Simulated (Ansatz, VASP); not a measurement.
**C (Diamond) in two plane-wave programs**

Aim: how closely do two programs agree when they are given the same cell, functional and k mesh?

Main program and level: Ansatz 0.2.0; plane waves, with VASP 6.6.1 beside it; band structure at PBE.

## (1) The structure

The structure is cubic, space group Fd-3m (No. 227). Conventional cell: a = 3.567 Å, b = 3.567 Å, c = 3.567 Å, α = 90.00°, β = 90.00°, γ = 90.00°. C has 4 C at 1.54 Å nearest.

## (2) VASP: band structure, PBE

The same path points are solved in both programs, so levels can be compared one by one.

Lines of VASP's logs that name or quote its potential files are left out, and so is its time.

Contents of INCAR:

```
SYSTEM = C
PREC = Accurate
ENCUT = 440
EDIFF = 1E-08
NELM = 100
ISMEAR = 0
SIGMA = 0.01
LREAL = .FALSE.
ALGO = Normal
GGA = PE
NBANDS = 10
LORBIT = 11
LWAVE = .TRUE.
LCHARG = .FALSE.
KPAR = 8
```

Contents of POSCAR:

```
C
1.0
    0.0000000000      1.7833700000      1.7833700000
    1.7833700000      0.0000000000      1.7833700000
    1.7833700000      1.7833700000      0.0000000000
C
2
Direct
    0.0000000000      0.0000000000      0.0000000000
    0.2500000000      0.2500000000      0.2500000000
```

Contents of KPOINTS:

```
Automatic mesh
0
Gamma
8 8 8
0 0 0
```

Contents of KPOINTS_OPT:

```
Line mode
12
Line-mode
Reciprocal
  0.00000000   0.00000000   0.00000000 GAMMA
  0.50000000   0.00000000   0.50000000 X

  0.50000000   0.00000000   0.50000000 X
  0.50000000   0.25000000   0.75000000 W

  0.50000000   0.25000000   0.75000000 W
  0.37500000   0.37500000   0.75000000 K

  0.37500000   0.37500000   0.75000000 K
  0.00000000   0.00000000   0.00000000 GAMMA

  0.00000000   0.00000000   0.00000000 GAMMA
  0.50000000   0.50000000   0.50000000 L

  0.50000000   0.50000000   0.50000000 L
  0.62500000   0.25000000   0.62500000 U

  0.62500000   0.25000000   0.62500000 U
  0.50000000   0.25000000   0.75000000 W

  0.50000000   0.25000000   0.75000000 W
  0.50000000   0.50000000   0.50000000 L

  0.50000000   0.50000000   0.50000000 L
  0.37500000   0.37500000   0.75000000 K

  0.62500000   0.25000000   0.62500000 U
  0.50000000   0.00000000   0.50000000 X
```

The projector-augmented-wave data sets are C_GW (PBE family, release 64).

Run with:

```
> mpirun -np 8 vasp_std
```

Numbers of over 12 decimals in the logs are rounded to 6 here.

Output:

```text
[banner, memory and clock lines left out]
running    8 mpi-ranks, on    1 nodes
 distrk:  each k-point on    1 cores,    8 groups
 distr:  one band on    1 cores,    1 groups

 POSCAR found type information on POSCAR C
 POSCAR found :  1 types and       2 ions
|                                                                             |
|           W    W    AA    RRRRR   N    N  II  N    N   GGGG   !!!           |
|           W    W   A  A   R    R  NN   N  II  NN   N  G    G  !!!           |
|           W    W  A    A  R    R  N N  N  II  N N  N  G       !!!           |
|           W WW W  AAAAAA  RRRRR   N  N N  II  N  N N  G  GGG   !            |
|           WW  WW  A    A  R   R   N   NN  II  N   NN  G    G                |
|           W    W  A    A  R    R  N    N  II  N    N   GGGG   !!!           |
|                                                                             |
|     For optimal performance we recommend to set                             |
|       NCORE = 2 up to number-of-cores-per-socket                            |
|     NCORE specifies how many cores store one orbital (NPAR=cpu/NCORE).      |
|     This setting can greatly improve the performance of VASP for DFT.       |
|     The default, NCORE=1 might be grossly inefficient on modern             |
|     multi-core architectures or massively parallel machines. Do your        |
|     Unfortunately you need to use the default for GW and RPA                |
|     calculations (for HF NCORE is supported but not extensively tested      |
|     yet).                                                                   |
|                                                                             |

 LDA part: xc-table for (Slater+PW92), standard interpolation
 POSCAR, INCAR and KPOINTS ok, starting setup
 FFT: planning ... GRIDC
 FFT: planning ... GRID_SOFT
 FFT: planning ... GRID
 WAVECAR not read
 entering main loop
       N       E                     dE             d eps       ncg     rms          rms(c)
DAV:   1     0.127075435559E+02    0.12708E+02   -0.44969E+03   580   0.729E+02
DAV:   2    -0.180607810475E+02   -0.30768E+02   -0.28329E+02   744   0.182E+02
DAV:   3    -0.188159473365E+02   -0.75517E+00   -0.75220E+00   732   0.219E+01
DAV:   4    -0.188179919196E+02   -0.20446E-02   -0.20444E-02   676   0.122E+00
DAV:   5    -0.188179979223E+02   -0.60027E-05   -0.60026E-05   678   0.675E-02    0.479E+00
DAV:   6    -0.183300947088E+02    0.48790E+00   -0.26585E-01   804   0.502E+00    0.263E+00
DAV:   7    -0.181636237396E+02    0.16647E+00   -0.30787E-01   824   0.518E+00    0.359E-01
DAV:   8    -0.181651540870E+02   -0.15303E-02   -0.63039E-03   602   0.834E-01    0.498E-02
DAV:   9    -0.181652198731E+02   -0.65786E-04   -0.89444E-05   748   0.110E-01    0.175E-02
DAV:  10    -0.181652360486E+02   -0.16176E-04   -0.15149E-05   610   0.391E-02    0.155E-03
DAV:  11    -0.181652363103E+02   -0.26167E-06   -0.33956E-07   756   0.601E-03    0.390E-04
DAV:  12    -0.181652363905E+02   -0.80159E-07   -0.66412E-09   606   0.102E-03    0.277E-05
DAV:  13    -0.181652363927E+02   -0.22325E-08   -0.44810E-11   336   0.843E-05
   1 F= -.18165236E+02 E0= -.18165236E+02  d E =-.458278E-59
 Start KPOINTS_OPT (optional k-point list driver)
k-point batch [1-29\120]
       N       E                     dE             ncg
DAV:   1     0.107299074866E+04   -0.95060E+04      590
DAV:   2     0.192399911306E+03   -0.88059E+03      728
DAV:   3     0.174113827229E+03   -0.18286E+02      744
DAV:   4     0.174058853050E+03   -0.54974E-01      636
DAV:   5     0.174058687068E+03   -0.16598E-03      702
DAV:   6     0.174058686258E+03   -0.81036E-06      650
DAV:   7     0.174058686252E+03   -0.61721E-08      734
[...]
k-point batch [117-120\120]
       N       E                     dE             ncg
DAV:   1     0.988599766855E+04   -0.15250E+04       80
DAV:   2     0.978930962798E+04   -0.96688E+02      106
DAV:   3     0.978812274406E+04   -0.11869E+01      116
DAV:   4     0.978812108949E+04   -0.16546E-02       96
DAV:   5     0.978812108700E+04   -0.24919E-05       96
DAV:   6     0.978812108700E+04   -0.15389E-08      102
 writing wavefunctions
```

OUTCAR, selected parts (step 2):

```text
ion  position               nearest neighbor table
   1  0.000  0.000  0.000-   2 1.54   2 1.54   2 1.54   2 1.54
   2  0.250  0.250  0.250-   1 1.54   1 1.54   1 1.54   1 1.54

  LATTYP: Found a face centered cubic cell.
 ALAT       =     3.5667400000

 Subroutine GETGRP returns: Found 48 space group operations
 (whereof 24 operations were pure point group operations)

The static configuration has the point symmetry T_d .
 The point group associated with its full space group is O_h .

 Found     29 irreducible k-points:

   k-points           NKPTS =     29   k-points in BZ     NKDIM =     29   number of bands    NBANDS=     10

   dimension x,y,z NGX =    18 NGY =   18 NGZ =   18
   dimension x,y,z NGXF=    36 NGYF=   36 NGZF=   36

   ENCUT  =  440.0 eV  32.34 Ry    5.69 a.u.   4.31  4.31  4.31*2*pi/ulx,y,z

   NELECT =       8.0000    total number of electrons

 k-points in reciprocal lattice and weights: Automatic mesh
   0.00000000  0.00000000  0.00000000       0.002
   0.12500000  0.00000000  0.00000000       0.016
   0.25000000  0.00000000  0.00000000       0.016
   0.37500000  0.00000000  0.00000000       0.016
   0.50000000  0.00000000  0.00000000       0.008
   0.12500000  0.12500000  0.00000000       0.012
   0.25000000  0.12500000  0.00000000       0.047
   0.37500000  0.12500000  0.00000000       0.047
   0.50000000  0.12500000  0.00000000       0.047
[...]
-0.37500000  0.50000000  0.12500000       0.023
  -0.25000000  0.50000000  0.25000000       0.012

 average (electrostatic) potential at core
       1 -45.3637       2 -45.3637

 E-fermi :   9.8740

 k-point     1 :       0.0000    0.0000    0.0000
  band No.  band energies     occupation
      1     -11.7117      2.00000
      2       9.7616      2.00000
      3       9.7616      2.00000
      4       9.7616      2.00000
      5      15.3547      0.00000
      6      15.3547      0.00000
      7      15.3547      0.00000
      8      23.0803      0.00000
      9      29.0581      0.00000
    ...

 k-point     2 :       0.1250    0.0000    0.0000
  band No.  band energies     occupation
      1     -11.2797      2.00000
      2       7.3575      2.00000
      3       9.1125      2.00000
      4       9.1125      2.00000
      5      16.2139      0.00000
      6      16.2139      0.00000
      7      16.6402      0.00000
      8      23.4503      0.00000
      9      29.7104      0.00000
    ...

 k-point     3 :       0.2500    0.0000    0.0000
  band No.  band energies     occupation
      1      -9.9971      2.00000
      2       3.1782      2.00000
      3       8.0195      2.00000
      4       8.0195      2.00000
      5      17.5539      0.00000
      6      17.5539      0.00000
      7      17.9062      0.00000
      8      24.3944      0.00000
      9      30.4784      0.00000
    ...

  Total       -0.2796796     -0.2796796     -0.2796796      0.0000000      0.0000000     -0.0000000
  in kB      -39.5018108    -39.5018108    -39.5018108      0.0000000      0.0000000     -0.0000000
  external PRESSURE =     -39.5018108 kB  Pullay stress =       0.0000000 kB

  energy-cutoff  :      440.00
  volume of cell :       11.34
      direct lattice vectors                 reciprocal lattice vectors
     0.000000000  1.783370000  1.783370000    -0.280368067  0.280368067  0.280368067
     1.783370000  0.000000000  1.783370000     0.280368067 -0.280368067  0.280368067
     1.783370000  1.783370000  0.000000000     0.280368067  0.280368067 -0.280368067

 POSITION                                       TOTAL-FORCE (eV/Angst)
 -----------------------------------------------------------------------------------
      0.00000      0.00000      0.00000         0.000000      0.000000      0.000000
      0.89168      0.89168      0.89168        -0.000000     -0.000000     -0.000000
 -----------------------------------------------------------------------------------
    total drift:                               -0.000000     -0.000000     -0.000000

  FREE ENERGIE OF THE ION-ELECTRON SYSTEM (eV)
  ---------------------------------------------------
  free  energy   TOTEN  =       -18.1652363927 eV

  energy  without entropy=      -18.1652363927  energy(sigma->0) =      -18.16523639

 total charge
# of ion       s       p       d       tot
------------------------------------------
    1        0.802   1.714   0.000   2.516
    2        0.802   1.714   0.000   2.516
--------------------------------------------------
tot          1.605   3.427   0.000   5.032

[... 3 further parts left out ...]
```

The run ends at a pressure of -3.95 GPa.

## (3) Ansatz: band structure, PBE

Ansatz runs on its default PAW (the set named soft_2) files.

The same cell, functional, mesh and smearing now go to Ansatz, which takes its cutoff from its data sets.

Contents of input.yaml:

```yaml
crystal:
  lattice:
    - [0.0, 1.78337, 1.78337]
    - [1.78337, 0.0, 1.78337]
    - [1.78337, 1.78337, 0.0]
  atoms:
    - { symbol: C, position: [0.0, 0.0, 0.0] }
    - { symbol: C, position: [0.25, 0.25, 0.25] }
hamiltonian:
  xc: pbe
  pseudopotentials: { kind: paw }
kpoints:
  mp_grid: { grid: [8, 8, 8] }
  band_path:
    path:
      - [0.0, 0.0, 0.0]
      - [0.18182, 0.0, 0.18182]
      - [0.36364, 0.0, 0.36364]
      - [0.5, 0.0, 0.5]
      - [0.5, 0.09091, 0.59091]
      - [0.5, 0.18182, 0.68182]
      - [0.5, 0.25, 0.75]
      - [0.45455, 0.29545, 0.75]
      - [0.40909, 0.34091, 0.75]
      - [0.375, 0.375, 0.75]
      - [0.20455, 0.20455, 0.40909]
      - [0.06818, 0.06818, 0.13636]
      - [0.04545, 0.04545, 0.04545]
      - [0.22727, 0.22727, 0.22727]
      - [0.40909, 0.40909, 0.40909]
      - [0.51136, 0.47727, 0.51136]
      - [0.55682, 0.38636, 0.55682]
      - [0.60227, 0.29545, 0.60227]
      - [0.61364, 0.25, 0.63636]
      - [0.56818, 0.25, 0.68182]
      - [0.51136, 0.25, 0.73864]
      - [0.5, 0.29545, 0.70455]
      - [0.5, 0.38636, 0.61364]
      - [0.5, 0.47727, 0.52273]
      - [0.47727, 0.47727, 0.54545]
      - [0.43182, 0.43182, 0.63636]
      - [0.38636, 0.38636, 0.72727]
      - [0.60227, 0.20455, 0.60227]
      - [0.55682, 0.11364, 0.55682]
      - [0.5, 0.0, 0.5]
    npoints: 1
scf:
  occupations: { method: gaussian, width: 0.01 }
  n_extra_bands: 7
output:
  forces: true
  stress: true
  eigenvalues: true
  write_density: true
  write_potential: true
  elf: true
  volumetric_format: npy
```

Run with:

```
> ansatz run input.yaml --threads 2 --pin off --max-ram 4608MiB --backend cpu --events-out ev --progress --plain --runs-dir out
```

Output:

```text
scf.n_extra_bands = 7 over 4 filled bands (N_el = 8.0): the run solves 11 bands
Engine: ansatz 0.2.0, aarch64-unknown-linux-gnu
Pseudopotentials: kind: paw
Pseudopotential: C, paw, valence charge 4, recommended cutoff 420 eV (normal), C.paw.azcp
Functional definition: PBE
  parameter kappa = 0.804
  parameter beta = 0.066725
  exchange = pbe_x(kappa = kappa, mu = beta*pi^2/3)
  correlation = pbe_c(beta = beta)
Crystal: 2 atoms, lattice volume = 11.344 Å³
Basis set: ecut = 420 eV, 229 PW (Γ), exchange–correlation on 36×36×36 points (8 copies of the dense FFT grid, shifted against one another)
Bands: 11, of which v1, the nominal top of the filled ones, is band 4 counted from 1 (3 counted from 0)
Symmetry: 48 space group operations
Space group: Fd-3m (ITA 227), of the structure as read, at distance tolerance 2.2e-5 Å
k-points: 29 of 512
Non-local potential: C, projectors of the file, l = 0: 2, l = 1: 2, l = 2: 1
PAW form: soft (Blöchl's): semilocal exchange-correlation on the pseudo side does not see the compensation charge
PAW one-centre angular grid: C, 110 points (default); XC on 64 Gauss nodes
Initial density: superposition of atomic densities (neutral atoms: chi_scale 0, normalization atom), corrected by the library's trained network
Initial wavefunctions: pseudopotential atomic-orbital guess
Functional: x = pbe(κ = 0.804, μ = 0.219515), c = pbe(β = 0.066725)
SCF iter   1: F=—  HF=-501.614547 eV  |F-HF|=—  |Δ(HF+E_count)|=         —  Δρ=1.70e-3  dr2=7.56e-5  ethr=1.77e-3  ⟨swp⟩=5.6  Hψ=1834  notcnv=0
preconditioner: auto → none  [insulator: Δε(μ)=4.149 eV  Ē_g=24.996 eV  σ=0.010 eV  W_gap=1.00  n_scr=0 (ndim 8)  ℏωp=31.2 eV  f_vac=0.000  D(μ)=0.00/eV (n_scr^D=0)  ε∞_Penn≈2.6]
SCF iter   2: F=—  HF=-501.614573 eV  |F-HF|=—  |Δ(HF+E_count)|=   2.62e-5  Δρ=9.64e-4  dr2=3.50e-5  ethr=9.45e-7  ⟨swp⟩=2.1  Hψ=781  notcnv=0  defer=66
SCF iter   3: F=—  HF=-501.614623 eV  |F-HF|=—  |Δ(HF+E_count)|=   5.01e-5  Δρ=3.31e-4  dr2=8.88e-6  ethr=4.38e-7  ⟨swp⟩=2.0  Hψ=501  notcnv=0  defer=66
SCF iter   4: F=—  HF=-501.614620 eV  |F-HF|=—  |Δ(HF+E_count)|=   2.70e-6  Δρ=1.15e-4  dr2=1.11e-6  ethr=1.11e-7  ⟨swp⟩=1.6  Hψ=313  notcnv=0  defer=66
iter 5 did not close the SCF: its close was put off for the readings that it lacked (scf_convergence_deferred on its scf_iter line)
SCF iter   5: F=-501.614620 eV  HF=-501.614620 eV  |F-HF|=3.22e-10  |Δ(HF+E_count)|=   4.09e-7  Δρ=5.08e-6  dr2=2.58e-9  ethr=1.38e-8  ⟨swp⟩=2.0  Hψ=364  notcnv=0  defer=66
SCF iter   6: F=-501.614620 eV  HF=-501.614620 eV  |F-HF|=2.29e-10  |Δ(HF+E_count)|=  3.85e-10  Δρ=2.54e-6  dr2=6.10e-10  ethr=3.23e-11  ⟨swp⟩=7.1  Hψ=1590  notcnv=0
SCF 1 converged in 6 iterations: F = -501.614620 eV  dr2 = 6.10e-10
  greatest PAW one-centre occupation: 0.644 electrons in one spin orbital (limit 2), on the C atom at site 1 (counted from 0), in its partial waves of l = 0
NSCF: frozen V_eff on 30 k-points
SCF converged after 6 iterations
Free energy (F): -501.614620 eV
Harris-Foulkes:  -501.614620 eV  (|F-HF|=2.29e-10)
Internal energy: -501.614620 eV  (E = F + TS)
E sigma→0 (E₀):  -501.614620 eV
Fermi energy:    15.386862 eV
--- Per-component energies (eV) ---
  E_band       = 34.710014
  E_kinetic    = 184.543296
  E_local      = -122.406064  (includes V_loc(G=0)·N_el)
  E_nonlocal   = 53.314097
  E_hartree    = 26.771030
  E_xc         = -97.431295
  E_vxc        = -120.956970  (∫ρ·V_xc dr)
  E_paw        = -198.444337  (= ΣΔE_a)
  E_vpaw       = -13.326648  (= ΣTr[D̂ρ^β])
  E_aug_tail   = 0.000018  (compensation charges beyond the density's cutoff)
  E_ewald      = -347.961363
  E_smearing   = -0.000000  (= −TS)
  E_closure    = -0.000000  (closes the sum)
  Σ components = -501.614620   (vs F -501.614620, Δ=0.00e0)
--- Forces (eV/Å), atoms counted from 1 ---
  atom   1  C      0.00000000    -0.00000000    -0.00000000
  atom   2  C      0.00000000    -0.00000000    -0.00000000
  max |Σ_I F_I| component: 9.71e-17 eV/Å
--- Stress (GPa, compression-positive) ---
        1.788952       0.000000      -0.000000
       -0.000000       1.788952      -0.000000
        0.000000      -0.000000       1.788952
  P = ⅓ Tr σ = 1.7890 GPa (17.890 kbar)
--- Band table (eV; the first three rows and the last of 29) ---
  k-point 0: bands = [-8.1623, 13.3169, 13.3169, 13.3169, 18.9107, 18.9107, 18.9107, 26.5949, ... 3 higher]
  k-point 1: bands = [-7.7303, 10.9000, 12.6636, 12.6636, 19.7686, 19.7686, 20.1939, 26.9668, ... 3 higher]
  k-point 2: bands = [-6.4476, 6.7233, 11.5668, 11.5668, 21.1105, 21.1105, 21.4552, 27.9172, ... 3 higher]
  k-point 28: bands = [1.3399, 1.3399, 4.9895, 4.9895, 23.9399, 23.9399, 25.6204, 25.6204, ... 3 higher]
```

Run time: 0.66 s. Hardware: 2 threads of Arm Neoverse N1, shared host; peak memory 0.23 GiB.

## (4) Differences

Known differences besides the potentials themselves: the cutoff is 420 eV in Ansatz and 440 eV in VASP; VASP leaves aspherical gradient terms in its spheres out (LASPH is not set), Ansatz keeps them. Total energies have different zeros and are not compared.

The two programs side by side:

```tsv
quantity	Ansatz	VASP	difference
gap over the path points (eV)	4.136	4.130	+0.005
```

Levels at points of the path, from each program's valence-band top (eV; 3 filled, then empty):

```tsv
k (reciprocal lattice)	Ansatz	VASP
0.000 0.000 0.000	0.00 0.00 0.00 5.59 5.59 5.59	0.00 0.00 0.00 5.59 5.59 5.59
0.182 0.000 0.182	-2.88 -2.88 -2.62 4.84 9.48 9.48	-2.87 -2.87 -2.61 4.84 9.49 9.49
0.364 0.000 0.364	-8.20 -5.64 -5.64 4.14 6.99 14.84	-8.20 -5.63 -5.63 4.13 6.99 14.85
0.500 0.000 0.500	-12.77 -6.31 -6.31 4.77 4.77 16.80	-12.76 -6.29 -6.29 4.76 4.76 16.81
0.500 0.091 0.591	-12.58 -6.91 -6.91 5.95 5.95 16.17	-12.57 -6.89 -6.89 5.94 5.94 16.18
0.500 0.182 0.682	-12.15 -7.97 -7.97 8.75 8.75 14.05	-12.15 -7.96 -7.96 8.75 8.75 14.06
0.500 0.250 0.750	-11.98 -8.33 -8.33 10.62 10.62 12.30	-11.97 -8.31 -8.31 10.63 10.63 12.32
0.455 0.295 0.750	-11.66 -8.91 -7.15 8.38 10.85 13.03	-11.66 -8.90 -7.14 8.38 10.86 13.04
0.409 0.341 0.750	-11.71 -9.24 -5.79 6.26 10.77 14.03	-11.70 -9.23 -5.77 6.26 10.78 14.04
0.375 0.375 0.750	-11.74 -9.32 -5.37 5.68 10.74 14.36	-11.73 -9.31 -5.36 5.68 10.75 14.37
```

Among the levels compared at these points, filled levels agree within 23 meV and empty ones within 15 meV. Not compared: the pressure (VASP's GW data sets at this cutoff don't carry it).

## (5) Other set-ups

Further runs change the set-up of one program: Ansatz's method, potentials or start, or VASP's data sets, cutoff or form of LDA. The table gives Ansatz less VASP for each quantity, since a change that brings one quantity closer may part another.

```tsv
run	gap over the path points (eV)
as above	0.0053
Ansatz's larger PAW set (cutoff 800 eV)	0.0058
norm-conserving potentials (cutoff 1116 eV)	0.0094
```

## (6) Outcome

```
difference in gap over the path points (band structure, PBE) : 0.0053 eV
```

In words: The difference in gap over the path points is 0.0053 eV (band structure, PBE), within the 0.08 eV picked in this series as the mark of a large difference. Band structure, PBE, norm-conserving potentials (cutoff 1116 eV): the difference in gap over the path points goes from 0.0053 to 0.0094 eV. Such differences can come from data sets, numerical settings and the points named under the comparisons, not from the functional's error against experiment.

[Lines on the potential files, build, host, timing and source positions are cut from VASP's logs without a mark.]

[Logs are printed without paths, hosts, clocks, repeated set-up lines and the standing remarks that a program may print on its own settings, such as how far it seeks lower states.]

[Hosts, paths, dates, database ids (printed as entryN), source tags and the programs' standing remarks are cut or masked in the printed files.]
